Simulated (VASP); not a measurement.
NbSiN3:

```xyz
10
Lattice="-2.7733 2.7733 4.1640 2.7733 -2.7733 4.1640 2.7733 2.7733 -4.1640" Properties=species:S:1:pos:R:3 pbc="T T T"
Nb    0.0000    0.0000    4.1640
Nb    0.0000    0.0000    0.0000
Si    0.0000    2.7733    2.0820
Si    2.7733    0.0000    2.0820
N     3.8916    1.1183    0.0000
N     1.6551    1.1183    4.1640
N     0.0000    0.0000    2.0820
N     1.1183    1.6551    0.0000
N    -1.1183    1.6551    4.1640
N     0.0000    0.0000    6.2461
```

The cell was built by a generator and needn't be a form met in nature.

* Program: VASP 6.6.1
* Task: relaxation of cell and atoms
* Functional: PBE
* Potentials or basis: VASP PAW PBE potentials, release 64 (Nb_sv, Si, N)
* Cutoff: 520 eV
* k mesh: 4 × 4 × 4
* Occupations: gaussian, width 0.15 eV
* Spin: no spin polarisation

At the start: pressure 0.9 GPa; volume 12.81 Å³/atom.

Question: Where does the relaxation end?

Answer: Over 18 steps the energy falls by 258.1 meV/atom and the volume is 12.00 Å³/atom (-6.4 %); space group I4/mcm (No. 140, to 0.05 Å).

The path:
| step | energy change (eV) | largest force (eV/Å) | pressure (GPa) | volume (Å³) |
| --- | --- | --- | --- | --- |
| 1 | 0.0000 | 1.2435 | 0.86 | 128.11 |
| 2 | -0.6501 | 1.2598 | -2.17 | 129.22 |
| 3 | -0.8957 | 1.4199 | -3.88 | 129.87 |
| 4 | -0.8842 | 1.9206 | -3.09 | 130.51 |
| 5 | -0.9865 | 1.6190 | -4.88 | 130.15 |
| 6 | -1.5698 | 1.7065 | -1.77 | 126.09 |
| 7 | -1.5052 | 0.2471 | 18.16 | 114.28 |
| 8 | -2.0199 | 1.3920 | 3.73 | 121.40 |
| 9 | -2.0550 | 0.9140 | 8.66 | 118.63 |
| 10 | -2.2705 | 0.2684 | 7.33 | 118.53 |
| 11 | -2.3255 | 0.2148 | 6.76 | 118.45 |
| 12 | -2.4972 | 0.0517 | 2.13 | 120.31 |
| 13 | -2.5512 | 0.0680 | -2.28 | 122.39 |
| 14 | -2.5516 | 0.0582 | -2.10 | 122.23 |
| 15 | -2.5515 | 0.0522 | -1.84 | 122.13 |
| 16 | -2.5637 | 0.0610 | -1.32 | 121.54 |
| 17 | -2.5786 | 0.1008 | 0.69 | 119.77 |
| 18 | -2.5808 | 0.0781 | 0.26 | 119.96 |

Final structure:
```xyz
10
Lattice="-2.8348 2.8348 3.7319 2.8348 -2.8348 3.7319 2.8348 2.8348 -3.7319" Properties=species:S:1:pos:R:3 pbc="T T T"
Nb    0.0000    0.0000    3.7319
Nb    0.0000    0.0000    0.0000
Si    0.0000    2.8348    1.8659
Si    2.8348    0.0000    1.8659
N     3.6630    0.8281    0.0000
N     2.0067    0.8281    3.7319
N     0.0000    0.0000    1.8659
N     0.8281    2.0067    0.0000
N    -0.8281    2.0067    3.7319
N     0.0000    0.0000    5.5978
```

Caveat: the k mesh is coarse (spacing up to 0.40 Å⁻¹), so the values aren't converged.
